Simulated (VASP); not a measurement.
Computed with PBEsol GGA, VASP's PBE PAW potentials (set 64) (plane waves; VASP 6.6.1).

VASP ran on this input.

**INCAR**
```
# general
SYSTEM =TaSi2
PREC   =Accurate
ENCUT  =400
LREAL  =F   # projection in real space or not
LASPH  =T   # aspherical one-centre terms

# electronic loop
EDIFF  =1E-7   # SCF stop (eV)
NELM   =100   # most electronic steps
ALGO   =Normal   # blocked Davidson
LMAXMIX=6

# smearing
ISMEAR =-5   # tetrahedra, Bloechl

# functional
GGA    =PS   # PBEsol

# ions
ISIF   =2   # forces and stress, cell fixed

# output
LWAVE  =F
LCHARG =T
LORBIT =11   # lm-projected
NEDOS  =601
```

### KPOINTS
```
Automatic mesh
0
Gamma
10 10 6
0 0 0
```

File POSCAR:
```
TaSi2
1
    4.7649123530     0.0000000054     0.0000000000
   -2.3824556672     4.1265348177     0.0000000000
   -0.0000000000     0.0000000000     6.5537327340
Ta Si
3 6
Direct
  0.5000000000   0.0000000000   1.0000000000
  0.5000000000   0.5000000000   0.3333330000
  0.0000000000   0.5000000000   0.6666670000
  0.1592329718   0.3184659436   1.0000000000
  0.8407670282   0.1592329718   0.3333330000
  0.6815340564   0.8407670282   0.6666670000
  0.8407670282   0.6815340564   1.0000000000
  0.1592329718   0.8407670282   0.3333330000
  0.3184659436   0.1592329718   0.6666670000
```

POTCAR, in this order: Ta_pv Si (PBE.64 set). Program: vasp_std.

The run wrote:

OUTCAR:
```
 ion  position               nearest neighbor table
   1  0.500  0.000  0.000-   6 2.60   9 2.60   8 2.60   5 2.60   4 2.72   7 2.72   4 2.72   7 2.72
                             4 2.81   7 2.81   2 3.23   2 3.23   3 3.23   3 3.23
   2  0.500  0.500  0.333-   4 2.60   7 2.60   6 2.60   9 2.60   5 2.72   8 2.72   8 2.72   5 2.72
                             8 2.81   5 2.81   1 3.23   1 3.23   3 3.23   3 3.23
   3  0.000  0.500  0.667-   4 2.60   7 2.60   5 2.60   8 2.60   9 2.72   6 2.72   9 2.72   6 2.72
                             6 2.81   9 2.81   1 3.23   1 3.23   2 3.23   2 3.23
   4  0.159  0.318  0.000-   9 2.55   5 2.55   3 2.60   2 2.60   7 2.63   1 2.72   1 2.72   1 2.81
                             7 2.81   7 2.81
   5  0.841  0.159  0.333-   4 2.55   6 2.55   1 2.60   3 2.60   8 2.63   2 2.72   2 2.72   2 2.81
                             8 2.81   8 2.81
   6  0.682  0.841  0.667-   7 2.55   5 2.55   1 2.60   2 2.60   9 2.63   3 2.72   3 2.72   3 2.81
                             9 2.81   9 2.81
   7  0.841  0.682  0.000-   6 2.55   8 2.55   3 2.60   2 2.60   4 2.63   1 2.72   1 2.72   1 2.81
                             4 2.81   4 2.81
   8  0.159  0.841  0.333-   7 2.55   9 2.55   1 2.60   3 2.60   5 2.63   2 2.72   2 2.72   2 2.81
                             5 2.81   5 2.81
   9  0.318  0.159  0.667-   4 2.55   8 2.55   1 2.60   2 2.60   6 2.63   3 2.72   3 2.72   3 2.81
                             6 2.81   6 2.81
  LATTYP: Found a hexagonal cell.
 ALAT       =     4.7649123530
 C/A-ratio  =     1.3754151700
 Subroutine PRICEL returns:
 Original cell was already a primitive cell.
 Subroutine GETGRP returns: Found 12 space group operations
...
```

File OSZICAR:
```
       N       E                     dE             d eps       ncg     rms          rms(c)
DAV:   1     0.336958195422E+03    0.33696E+03   -0.24667E+04  3864   0.129E+03
DAV:   2    -0.613270711286E+02   -0.39829E+03   -0.39246E+03  4422   0.348E+02
DAV:   3    -0.793092422187E+02   -0.17982E+02   -0.17733E+02  4832   0.649E+01
DAV:   4    -0.796567511325E+02   -0.34751E+00   -0.34596E+00  4648   0.926E+00
DAV:   5    -0.796634598122E+02   -0.67087E-02   -0.67039E-02  4894   0.123E+00    0.328E+01
DAV:   6    -0.776567740830E+02    0.20067E+01   -0.84525E+00  4728   0.139E+01    0.152E+01
DAV:   7    -0.773850298815E+02    0.27174E+00   -0.51972E-01  4744   0.392E+00    0.426E+00
DAV:   8    -0.773576826377E+02    0.27347E-01   -0.47015E-02  4806   0.106E+00    0.467E-01
DAV:   9    -0.773569037833E+02    0.77885E-03   -0.29020E-03  4832   0.318E-01    0.236E-01
DAV:  10    -0.773568025688E+02    0.10121E-03   -0.39910E-04  4750   0.122E-01    0.577E-02
DAV:  11    -0.773567913011E+02    0.11268E-04   -0.40868E-05  4808   0.344E-02    0.109E-02
DAV:  12    -0.773567902209E+02    0.10802E-05   -0.33138E-06  4824   0.913E-03    0.372E-03
DAV:  13    -0.773567896512E+02    0.56976E-06   -0.40975E-07  4304   0.283E-03    0.141E-03
DAV:  14    -0.773567895971E+02    0.54049E-07   -0.33039E-08  2950   0.102E-03
   1 F= -.77356790E+02 E0= -.77356790E+02  d E =0.000000E+00
```

OUTCAR:
```
------------------------ aborting loop because EDIFF is reached ----------------------------------------
  FORCE on cell =-STRESS in cart. coord.  units (eV):
  Direction    XX          YY          ZZ          XY          YZ          ZX
  --------------------------------------------------------------------------------------
  Total       -0.0828285     -0.0828285      0.1957173     -0.0000000     -0.0000000      0.0000000
  in kB       -1.0298203     -1.0298202      2.4333838     -0.0000001     -0.0000000      0.0000000
  external PRESSURE =       0.1245811 kB  Pullay stress =       0.0000000 kB
  volume of cell :      128.86
      direct lattice vectors                 reciprocal lattice vectors
     4.764912353  0.000000005  0.000000000     0.209867449  0.121167012  0.000000000
    -2.382455667  4.126534818  0.000000000    -0.000000000  0.242334075  0.000000000
     0.000000000  0.000000000  6.553732734     0.000000000  0.000000000  0.152584800
 POSITION                                       TOTAL-FORCE (eV/Angst)
 -----------------------------------------------------------------------------------
      2.38246      0.00000      0.00000         0.000000     -0.000000     -0.000000
      1.19123      2.06327      2.18458         0.000000     -0.000000      0.000000
     -1.19123      2.06327      4.36916         0.000000     -0.000000      0.000000
      0.00000      1.31416      0.00000        -0.000000     -0.006869     -0.000000
      3.62682      0.65708      2.18458         0.005949     -0.003435     -0.000000
      1.24436      3.46945      4.36916         0.005949      0.003435     -0.000000
      2.38246      2.81237      0.00000         0.000000      0.006869     -0.000000
     -1.24436      3.46945      2.18458        -0.005949      0.003435     -0.000000
      1.13810      0.65708      4.36916        -0.005949     -0.003435      0.000000
 -----------------------------------------------------------------------------------
    total drift:                               -0.000000      0.000000      0.000887
  FREE ENERGIE OF THE ION-ELECTRON SYSTEM (eV)
  ---------------------------------------------------
  free  energy   TOTEN  =       -77.3567895971 eV

  energy  without entropy=      -77.3567895971  energy(sigma->0) =      -77.35678960

 total charge

# of ion       s       p       d       tot
------------------------------------------
    1        0.290   6.199   2.551   9.040
    2        0.290   6.199   2.551   9.040
    3        0.290   6.199   2.551   9.040
    4        0.753   0.888   0.000   1.641
    5        0.753   0.888   0.000   1.641
    6        0.753   0.888   0.000   1.641
    7        0.753   0.888   0.000   1.641
    8        0.753   0.888   0.000   1.641
    9        0.753   0.888   0.000   1.641
--------------------------------------------------
tot          5.385  23.928   7.652  36.966
```
(Selected blocks of OUTCAR.)

For a metal the tetrahedron method with Blöchl corrections gives inexact stress and forces.

The structure was generated: TaSi2 was put into the CrSi2 type (P6_222), which need not be its known phase. It was relaxed first. The electron count is odd and the run is not spin-polarised, which forces a metal.
